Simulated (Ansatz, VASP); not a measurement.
# H18C17N3OF3 (liquid mixture of pyridine and trifluoroethanol at 300 K): VASP beside Ansatz

One calculation is typed for both programs; each brings its own data sets. How far apart do they land? The cell is taken from a series of runs on this material, whose earlier steps may have relaxed, scaled, displaced or heated it; both programs get it as it stands.

Method: plane waves, with VASP 6.6.1 beside it; single point at PBEsol, in Ansatz 0.2.0.

### 1. Starting point

The cell holds 210 atoms: 85 C, 15 N, 90 H, 15 F and 5 O. Its edges and angles: a = 13.773 Å, b = 13.773 Å, c = 13.773 Å, α = 90.0°, β = 90.0°, γ = 90.0°. As first built, before any earlier steps moved the atoms (in the runner's words): 15 pyridine, 5 trifluoroethanol placed at random, at 1.07 g/cm^3; overlaps pushed apart, then 10 ps at 450 K with MMFF94 bonds, angles, torsions, charges and radii (Halgren, J. Comput. Chem. 17, 490 (1996)) in harmonic and 12-6 forms. Snapshot after 20 ps at 300 K and fixed volume. The cell carries charge −1.

### 2. Ansatz: single point, PBEsol

Ansatz runs on its default PAW (the set named soft_2) files.

A single point gives forces, pressure and levels at one fixed geometry, so differences don't come from the geometry; what else differs is listed under the comparison.

The input, input.yaml:

```yaml
crystal:
  lattice:
    - [13.77315, 0.0, 0.0]
    - [0.0, 13.77315, 0.0]
    - [0.0, 0.0, 13.77315]
  atoms:
    - { symbol: C, position: [0.50045, 0.13312, 0.36945] }
    - { symbol: C, position: [0.5983, 0.14069, 0.3943] }
    - { symbol: C, position: [0.62743, 0.21893, 0.45103] }
    - { symbol: "N", position: [0.56597, 0.28717, 0.48351] }
    - { symbol: C, position: [0.47197, 0.279, 0.45965] }
    - { symbol: C, position: [0.43615, 0.20376, 0.40277] }
    - { symbol: H, position: [0.47502, 0.07339, 0.32375] }
    - { symbol: H, position: [0.653, 0.08854, 0.36923] }
    - { symbol: H, position: [0.70394, 0.22832, 0.47101] }
    - { symbol: H, position: [0.42375, 0.33595, 0.48683] }
    - { symbol: H, position: [0.35891, 0.20259, 0.38403] }
    - { symbol: C, position: [0.73556, 0.949, 0.56704] }
    - { symbol: C, position: [0.78405, 0.89543, 0.63777] }
    - { symbol: C, position: [0.7573, 0.79864, 0.65113] }
    - { symbol: "N", position: [0.68732, 0.75451, 0.60003] }
    - { symbol: C, position: [0.64137, 0.80735, 0.53259] }
    - { symbol: C, position: [0.66262, 0.90423, 0.51346] }
    - { symbol: H, position: [0.75598, 0.02424, 0.55186] }
    - { symbol: H, position: [0.84282, 0.9283, 0.68068] }
    - { symbol: H, position: [0.79502, 0.75353, 0.70493] }
    - { symbol: H, position: [0.58484, 0.76959, 0.4911] }
    - { symbol: H, position: [0.62361, 0.94328, 0.45643] }
    - { symbol: C, position: [0.88414, 0.30496, 0.57599] }
    - { symbol: C, position: [0.87249, 0.35436, 0.48812] }
    - { symbol: C, position: [0.9468, 0.35182, 0.41982] }
    - { symbol: "N", position: [0.0305, 0.30371, 0.43513] }
    - { symbol: C, position: [0.04141, 0.25619, 0.5197] }
    - { symbol: C, position: [0.97074, 0.25462, 0.59144] }
    - { symbol: H, position: [0.82722, 0.3048, 0.63185] }
    - { symbol: H, position: [0.80572, 0.39504, 0.47378] }
    - { symbol: H, position: [0.93989, 0.38893, 0.34948] }
    - { symbol: H, position: [0.11051, 0.21797, 0.52947] }
    - { symbol: H, position: [0.98343, 0.21432, 0.65868] }
    - { symbol: C, position: [0.44284, 0.78428, 0.8598] }
    - { symbol: C, position: [0.47617, 0.78982, 0.76457] }
    - { symbol: C, position: [0.41911, 0.83813, 0.69651] }
    - { symbol: "N", position: [0.33398, 0.88006, 0.71757] }
    - { symbol: C, position: [0.30315, 0.87485, 0.80967] }
    - { symbol: C, position: [0.3546, 0.82792, 0.88284] }
    - { symbol: H, position: [0.48407, 0.74653, 0.91644] }
    - { symbol: H, position: [0.54473, 0.75656, 0.74212] }
    - { symbol: H, position: [0.44305, 0.84303, 0.62068] }
    - { symbol: H, position: [0.23349, 0.91012, 0.8257] }
    - { symbol: H, position: [0.32582, 0.82593, 0.9569] }
    - { symbol: C, position: [0.11993, 0.13312, 0.81282] }
    - { symbol: C, position: [0.02726, 0.13993, 0.85294] }
    - { symbol: C, position: [0.95357, 0.08217, 0.81477] }
    - { symbol: "N", position: [0.96641, 0.02052, 0.74085] }
    - { symbol: C, position: [0.05566, 0.0152, 0.70232] }
    - { symbol: C, position: [0.13423, 0.06924, 0.73567] }
    - { symbol: H, position: [0.1799, 0.17674, 0.84122] }
    - { symbol: H, position: [0.01179, 0.18909, 0.91339] }
    - { symbol: H, position: [0.88003, 0.08571, 0.84523] }
    - { symbol: H, position: [0.06478, 0.96491, 0.64123] }
    - { symbol: H, position: [0.20552, 0.06031, 0.70178] }
    - { symbol: C, position: [0.02261, 0.38851, 0.98369] }
    - { symbol: C, position: [0.06262, 0.34234, 0.06493] }
    - { symbol: C, position: [0.02352, 0.3614, 0.15593] }
    - { symbol: "N", position: [0.94881, 0.4223, 0.17168] }
    - { symbol: C, position: [0.9105, 0.46544, 0.09262] }
    - { symbol: C, position: [0.94446, 0.45122, 0.9987] }
    - { symbol: H, position: [0.05204, 0.37633, 0.91098] }
    - { symbol: H, position: [0.12399, 0.29235, 0.05817] }
    - { symbol: H, position: [0.05373, 0.32518, 0.2202] }
    - { symbol: H, position: [0.84849, 0.5138, 0.1054] }
    - { symbol: H, position: [0.90947, 0.48911, 0.93823] }
    - { symbol: C, position: [0.6531, 0.51264, 0.22597] }
    - { symbol: C, position: [0.65796, 0.41219, 0.23599] }
    - { symbol: C, position: [0.57183, 0.35926, 0.23328] }
    - { symbol: "N", position: [0.48421, 0.39976, 0.22172] }
    - { symbol: C, position: [0.4809, 0.49633, 0.2116] }
    - { symbol: C, position: [0.56266, 0.55583, 0.21311] }
    - { symbol: H, position: [0.71907, 0.55698, 0.2285] }
    - { symbol: H, position: [0.72753, 0.375, 0.24535] }
    - { symbol: H, position: [0.57316, 0.28002, 0.24111] }
    - { symbol: H, position: [0.40858, 0.52813, 0.2017] }
    - { symbol: H, position: [0.55468, 0.63421, 0.20261] }
    - { symbol: C, position: [0.68782, 0.12398, 0.93077] }
    - { symbol: C, position: [0.66446, 0.10123, 0.83496] }
    - { symbol: C, position: [0.69598, 0.16332, 0.76161] }
    - { symbol: "N", position: [0.74791, 0.24371, 0.77772] }
    - { symbol: C, position: [0.77005, 0.26458, 0.87014] }
    - { symbol: C, position: [0.74175, 0.2075, 0.94867] }
    - { symbol: H, position: [0.66452, 0.07753, 0.99085] }
    - { symbol: H, position: [0.62272, 0.03623, 0.81672] }
    - { symbol: H, position: [0.67864, 0.14737, 0.68551] }
    - { symbol: H, position: [0.8125, 0.33083, 0.88224] }
    - { symbol: H, position: [0.76183, 0.22842, 0.02254] }
    - { symbol: C, position: [0.12412, 0.62533, 0.1616] }
    - { symbol: C, position: [0.15115, 0.71406, 0.20223] }
    - { symbol: C, position: [0.24242, 0.75149, 0.18292] }
    - { symbol: "N", position: [0.30759, 0.70546, 0.12583] }
    - { symbol: C, position: [0.28187, 0.6193, 0.08717] }
    - { symbol: C, position: [0.19194, 0.577, 0.10317] }
    - { symbol: H, position: [0.0528, 0.59377, 0.17595] }
    - { symbol: H, position: [0.10095, 0.75465, 0.24833] }
    - { symbol: H, position: [0.2656, 0.82091, 0.21395] }
    - { symbol: H, position: [0.33665, 0.58223, 0.04237] }
    - { symbol: H, position: [0.17488, 0.507, 0.06985] }
    - { symbol: C, position: [0.89282, 0.64102, 0.29481] }
    - { symbol: C, position: [0.88125, 0.70589, 0.21742] }
    - { symbol: C, position: [0.86042, 0.80241, 0.23726] }
    - { symbol: "N", position: [0.85058, 0.83742, 0.32774] }
    - { symbol: C, position: [0.86196, 0.7749, 0.4022] }
    - { symbol: C, position: [0.88316, 0.67732, 0.38905] }
    - { symbol: H, position: [0.90977, 0.56437, 0.28131] }
    - { symbol: H, position: [0.88854, 0.6828, 0.14176] }
    - { symbol: H, position: [0.85091, 0.85476, 0.17821] }
    - { symbol: H, position: [0.85323, 0.80551, 0.47515] }
    - { symbol: H, position: [0.89177, 0.63024, 0.45242] }
    - { symbol: C, position: [0.35813, 0.21282, 0.10008] }
    - { symbol: C, position: [0.28551, 0.16614, 0.15289] }
    - { symbol: C, position: [0.25476, 0.07434, 0.12309] }
    - { symbol: "N", position: [0.29118, 0.02801, 0.04565] }
    - { symbol: C, position: [0.36017, 0.07422, 0.99489] }
    - { symbol: C, position: [0.39587, 0.16576, 0.01891] }
    - { symbol: H, position: [0.38542, 0.28431, 0.12261] }
    - { symbol: H, position: [0.25258, 0.20054, 0.2167] }
    - { symbol: H, position: [0.19791, 0.03595, 0.16387] }
    - { symbol: H, position: [0.38852, 0.03514, 0.93144] }
    - { symbol: H, position: [0.45217, 0.19977, 0.97439] }
    - { symbol: C, position: [0.08814, 0.88188, 0.00088] }
    - { symbol: C, position: [0.08316, 0.78429, 0.97517] }
    - { symbol: C, position: [0.99258, 0.7418, 0.96104] }
    - { symbol: "N", position: [0.9084, 0.79016, 0.96958] }
    - { symbol: C, position: [0.91415, 0.88408, 0.99411] }
    - { symbol: C, position: [0.00104, 0.93266, 0.01101] }
    - { symbol: H, position: [0.1582, 0.91795, 0.01298] }
    - { symbol: H, position: [0.14887, 0.74035, 0.96732] }
    - { symbol: H, position: [0.98713, 0.66481, 0.94139] }
    - { symbol: H, position: [0.84491, 0.92289, 0.00063] }
    - { symbol: H, position: [0.00021, 0.00927, 0.03166] }
    - { symbol: C, position: [0.21911, 0.93441, 0.50902] }
    - { symbol: C, position: [0.23533, 0.02591, 0.46929] }
    - { symbol: C, position: [0.18106, 0.05497, 0.38904] }
    - { symbol: "N", position: [0.1133, 0.99906, 0.34736] }
    - { symbol: C, position: [0.09812, 0.91135, 0.38622] }
    - { symbol: C, position: [0.1488, 0.87579, 0.46615] }
    - { symbol: H, position: [0.25923, 0.91061, 0.57385] }
    - { symbol: H, position: [0.28972, 0.07489, 0.50017] }
    - { symbol: H, position: [0.19205, 0.12717, 0.35704] }
    - { symbol: H, position: [0.04084, 0.86764, 0.35222] }
    - { symbol: H, position: [0.13264, 0.8034, 0.49457] }
    - { symbol: C, position: [0.76572, 0.58608, 0.83344] }
    - { symbol: C, position: [0.72468, 0.63416, 0.91265] }
    - { symbol: C, position: [0.63578, 0.60199, 0.94809] }
    - { symbol: "N", position: [0.58875, 0.52561, 0.9099] }
    - { symbol: C, position: [0.62937, 0.47874, 0.83512] }
    - { symbol: C, position: [0.71719, 0.50671, 0.79412] }
    - { symbol: H, position: [0.83455, 0.61147, 0.80183] }
    - { symbol: H, position: [0.76257, 0.69631, 0.94517] }
    - { symbol: H, position: [0.59935, 0.63876, 0.00872] }
    - { symbol: H, position: [0.58888, 0.41694, 0.80574] }
    - { symbol: H, position: [0.74401, 0.4671, 0.73078] }
    - { symbol: C, position: [0.15733, 0.60321, 0.63641] }
    - { symbol: C, position: [0.13503, 0.69264, 0.67778] }
    - { symbol: C, position: [0.04183, 0.70713, 0.7144] }
    - { symbol: "N", position: [0.97231, 0.63936, 0.71187] }
    - { symbol: C, position: [0.99468, 0.55385, 0.67155] }
    - { symbol: C, position: [0.08555, 0.53221, 0.63308] }
    - { symbol: H, position: [0.22963, 0.58865, 0.60698] }
    - { symbol: H, position: [0.18918, 0.75063, 0.68242] }
    - { symbol: H, position: [0.02188, 0.77659, 0.74785] }
    - { symbol: H, position: [0.93659, 0.49933, 0.66976] }
    - { symbol: H, position: [0.09947, 0.46105, 0.60089] }
    - { symbol: F, position: [0.28626, 0.54198, 0.36006] }
    - { symbol: C, position: [0.23237, 0.46443, 0.3861] }
    - { symbol: F, position: [0.1407, 0.49679, 0.40068] }
    - { symbol: F, position: [0.26511, 0.43376, 0.47343] }
    - { symbol: C, position: [0.23706, 0.38568, 0.30943] }
    - { symbol: O, position: [0.19708, 0.2976, 0.33976] }
    - { symbol: H, position: [0.31462, 0.37485, 0.29116] }
    - { symbol: H, position: [0.20103, 0.41652, 0.24414] }
    - { symbol: H, position: [0.12897, 0.30611, 0.37047] }
    - { symbol: F, position: [0.51728, 0.57537, 0.67213] }
    - { symbol: C, position: [0.51019, 0.55409, 0.57671] }
    - { symbol: F, position: [0.47246, 0.6334, 0.53219] }
    - { symbol: F, position: [0.44303, 0.48276, 0.56945] }
    - { symbol: C, position: [0.60689, 0.52615, 0.53182] }
    - { symbol: O, position: [0.64543, 0.44172, 0.572] }
    - { symbol: H, position: [0.65579, 0.58837, 0.54591] }
    - { symbol: H, position: [0.5943, 0.52082, 0.45237] }
    - { symbol: H, position: [0.61178, 0.38314, 0.54139] }
    - { symbol: F, position: [0.4902, 0.87701, 0.26416] }
    - { symbol: C, position: [0.54596, 0.89123, 0.18439] }
    - { symbol: F, position: [0.63179, 0.84788, 0.20173] }
    - { symbol: F, position: [0.56272, 0.98807, 0.17795] }
    - { symbol: C, position: [0.49788, 0.85411, 0.09253] }
    - { symbol: O, position: [0.48717, 0.75397, 0.09326] }
    - { symbol: H, position: [0.545, 0.87781, 0.03166] }
    - { symbol: H, position: [0.42812, 0.89378, 0.08531] }
    - { symbol: H, position: [0.4145, 0.73704, 0.10865] }
    - { symbol: F, position: [0.27883, 0.40228, 0.73956] }
    - { symbol: C, position: [0.32777, 0.39078, 0.82404] }
    - { symbol: F, position: [0.40372, 0.3315, 0.80589] }
    - { symbol: F, position: [0.26807, 0.34217, 0.88524] }
    - { symbol: C, position: [0.3591, 0.48816, 0.86503] }
    - { symbol: O, position: [0.40857, 0.47747, 0.95229] }
    - { symbol: H, position: [0.29166, 0.53131, 0.87436] }
    - { symbol: H, position: [0.40296, 0.52411, 0.80798] }
    - { symbol: H, position: [0.48067, 0.49442, 0.94036] }
    - { symbol: F, position: [0.76211, 0.16825, 0.21137] }
    - { symbol: C, position: [0.84141, 0.11005, 0.20831] }
    - { symbol: F, position: [0.91149, 0.1598, 0.16082] }
    - { symbol: F, position: [0.81709, 0.03349, 0.15162] }
    - { symbol: C, position: [0.87515, 0.07918, 0.30842] }
    - { symbol: O, position: [0.80541, 0.02365, 0.35603] }
    - { symbol: H, position: [0.88994, 0.14696, 0.34902] }
    - { symbol: H, position: [0.9459, 0.04169, 0.29928] }
    - { symbol: H, position: [0.82113, 0.95141, 0.34512] }
total_charge: -1
kpoints:
  mp_grid: { grid: [1, 1, 1] }
hamiltonian:
  xc: pbesol
scf:
  occupations: { method: fermi_dirac, width: 0.01 }
  lower_state_search: "off"
output:
  forces: true
  stress: true
  populations: true
  dos:
    method: { smearing: { sigma: 0.08 } }
    de: 0.1
    projected: { site_lists: { C: [C], F: [F], H: [H], "N": ["N"], O: [O] } }
  eigenvalues: true
  write_density: true
  write_potential: true
  volumetric_format: npy
magnetization:
  spin_polarized: true
  initial_magnetization: 1
```

Launch:

```console
$ ansatz run input.yaml --threads 4 --pin off --max-ram 8192MiB --backend cpu --events-out ev --progress --plain --runs-dir out
```

Numbers of over 12 decimals in the logs are rounded to 6 here.

What it wrote:

```text
Engine: ansatz 0.2.0, x86_64-unknown-linux-gnu
Pseudopotentials: kind: paw
Pseudopotential: C, paw, valence charge 4, recommended cutoff 420 eV (normal), C.paw.azcp
Pseudopotential: N, paw, valence charge 5, recommended cutoff 420 eV (normal), N.paw.azcp
Pseudopotential: H, paw, valence charge 1, recommended cutoff 420 eV (normal), H.paw.azcp
Pseudopotential: F, paw, valence charge 7, recommended cutoff 420 eV (normal), F.paw.azcp
Pseudopotential: O, paw, valence charge 6, recommended cutoff 420 eV (normal), O.paw.azcp
Functional definition: PBEsol
  exchange = pbesol_x
  correlation = pbesol_c
Crystal: 210 atoms, lattice volume = 2612.762 Å³
Basis set: ecut = 420 eV, 50883 PW (Γ), exchange–correlation on 192×192×192 points (8 copies of the dense FFT grid, shifted against one another)
Bands: 531, of which v1, the nominal top of the filled ones, is band 321 counted from 1 (320 counted from 0)
Symmetry: 1 space group operations
Space group: P1 (ITA 1), of the structure as read, at distance tolerance 1.4e-4 Å
Magnetic group: BNS 1.1 (UNI 1), of the structure as read, at distance tolerance 1.4e-4 Å
k-points: 1
Non-local potential: C, projectors of the file, l = 0: 2, l = 1: 2, l = 2: 1
Non-local potential: N, projectors of the file, l = 0: 2, l = 1: 2, l = 2: 1
Non-local potential: H, projectors of the file, l = 0: 2, l = 1: 1
Non-local potential: F, projectors of the file, l = 0: 2, l = 1: 2, l = 2: 1
Non-local potential: O, projectors of the file, l = 0: 2, l = 1: 2, l = 2: 1
PAW form: soft (Blöchl's): semilocal exchange-correlation on the pseudo side does not see the compensation charge
PAW frozen core: C, regenerated for the run's functional, and the local potential with it (the file was generated under x = pbe(κ = 0.804, μ = 0.219515), c = pbe(β = 0.066725))
PAW frozen core: N, regenerated for the run's functional, and the local potential with it (the file was generated under x = pbe(κ = 0.804, μ = 0.219515), c = pbe(β = 0.066725))
PAW frozen core: F, regenerated for the run's functional, and the local potential with it (the file was generated under x = pbe(κ = 0.804, μ = 0.219515), c = pbe(β = 0.066725))
PAW frozen core: O, regenerated for the run's functional, and the local potential with it (the file was generated under x = pbe(κ = 0.804, μ = 0.219515), c = pbe(β = 0.066725))
PAW one-centre angular grid: C, 110 points (default); XC on 64 Gauss nodes
PAW one-centre angular grid: N, 110 points (default); XC on 64 Gauss nodes
PAW one-centre angular grid: H, 110 points (default); XC on 64 Gauss nodes
PAW one-centre angular grid: F, 110 points (default); XC on 64 Gauss nodes
PAW one-centre angular grid: O, 110 points (default); XC on 64 Gauss nodes
Starting moments: Σ|m| = 1 μB on 210 of 210 sites
Initial wavefunctions: pseudopotential atomic-orbital guess
Functional: x = pbesol(κ = 0.804, μ = 0.123457), c = pbesol(β = 0.046)
SCF iter   1: F=—  HF=-42996.606734 eV  |F-HF|=—  |Δ(HF+E_count)|=         —  Δρ=7.08e-2 (↑7.08e-2 ↓7.07e-2)  dr2=7.06e2  dr2_m=3.34e-2  M=1.000 μB ∫|m|=1.011 μB  β_m=1.00  ethr=3.10e-3  ⟨swp⟩=6.0  Hψ=4798  notcnv=0  defer=122
preconditioner: auto → none  [metal: Δε(μ)=0.011 eV  Ē_g=14.246 eV  σ=0.010 eV  W_gap=0.28  n_scr=460 (ndim 8)  ℏωp=16.9 eV  f_vac=0.175  D(μ)=90.35/eV (n_scr^D=738)  sad-step TF]
SCF iter   2: F=—  HF=-42922.609988 eV  |F-HF|=—  |Δ(HF+E_count)|=         —  Δρ=3.94e-2 (↑3.94e-2 ↓3.94e-2)  dr2=1.77e2  dr2_m=2.00e-2  M=0.655 μB ∫|m|=0.754 μB  β_m=0.30  ethr=3.10e-3  ⟨swp⟩=3.0  Hψ=1948  notcnv=0  defer=362
Mixer restart at iter 2: flushing history
preconditioner: auto → Resta (q_TF=auto, 2.159 Å⁻¹)  ε∞=2.4  [insulator: Δε(μ)=0.024 eV  Ē_g=14.339 eV  σ=0.010 eV  W_gap=0.53  n_scr=460 (ndim 8)  ℏωp=16.9 eV  f_vac=0.158  D(μ)=49.74/eV (n_scr^D=256)  ε∞_Penn≈2.4]
spin=Collinear: Resta preconditioning applied to the charge; magnetization (m = ρ↑ − ρ↓) channel mixes plain (no charge-response kernel on spin).
SCF iter   3: F=—  HF=-42881.440324 eV  |F-HF|=—  |Δ(HF+E_count)|=    4.12e1  Δρ=2.57e-2 (↑2.56e-2 ↓2.57e-2)  dr2=7.12e1  dr2_m=2.21e-2  M=0.525 μB ∫|m|=0.662 μB  β_m=0.30  ethr=3.10e-3  ⟨swp⟩=2.0  Hψ=1792  notcnv=0  defer=379
SCF iter   4: F=—  HF=-42855.998876 eV  |F-HF|=—  |Δ(HF+E_count)|=    2.54e1  Δρ=9.00e-3 (↑9.00e-3 ↓8.37e-3)  dr2=7.89e0  dr2_m=2.75e-2  M=0.458 μB ∫|m|=0.581 μB  β_m=0.30  ethr=3.10e-3  ⟨swp⟩=3.0  Hψ=1889  notcnv=0  defer=376
SCF iter   5: F=—  HF=-42855.088129 eV  |F-HF|=—  |Δ(HF+E_count)|=   9.11e-1  Δρ=6.07e-3 (↑6.07e-3 ↓5.75e-3)  dr2=3.25e0  dr2_m=1.25e-2  M=0.495 μB ∫|m|=0.599 μB  β_m=0.30  ethr=1.23e-3  ⟨swp⟩=2.0  Hψ=1234  notcnv=0  defer=396
[...]
--- Löwdin populations: 210 sites ---
  site symbol       q [e]    m [muB]
     0      C      4.1077     0.0192
     1      C      4.1520    -0.0016
     2      C      4.0068     0.0092
     3      N      5.1821     0.0149
     4      C      3.9973     0.0036
     5      C      4.1481     0.0029
     6      H      0.7857    -0.0005
     7      H      0.7825     0.0000
     8      H      0.7980    -0.0001
     9      H      0.7829    -0.0001
    10      H      0.7951    -0.0001
    11      C      4.1012     0.0003
    12      C      4.1639     0.0005
    13      C      4.0039     0.0003
    14      N      5.2215     0.0003
    15      C      4.0144     0.0004
    16      C      4.1534     0.0004
    17      H      0.7910     0.0001
    18      H      0.7827    -0.0000
    19      H      0.7924    -0.0000
    20      H      0.7953    -0.0000
    21      H      0.7940    -0.0000
    22      C      4.1225     0.0486
    23      C      4.1627     0.0019
[...]
202      C      3.1516     0.0002
   203      F      7.2396     0.0001
   204      F      7.2419     0.0000
   205      C      4.1015     0.0001
   206      O      6.5399    -0.0001
   207      H      0.7916     0.0000
   208      H      0.8009    -0.0000
   209      H      0.6492    -0.0003
  spilling = 0.012388 (of n_electrons = 641.000000)
```

(Continued in part 2 of 2.)

[Lines on the potential files, build, host, timing and source positions are cut from VASP's logs without a mark.]

[Logs are printed without paths, hosts, clocks, repeated set-up lines and the standing remarks that a program may print on its own settings, such as how far it seeks lower states.]

[Hosts, paths, dates, database ids (printed as entryN), source tags and the programs' standing remarks are cut or masked in the printed files.]

[The MMFF94 radii named for the starting cell were scaled by 0.96; in molecules described by MMFF94, hydrogen bound to N, O or S took a small fixed 12-6 site in their place.]
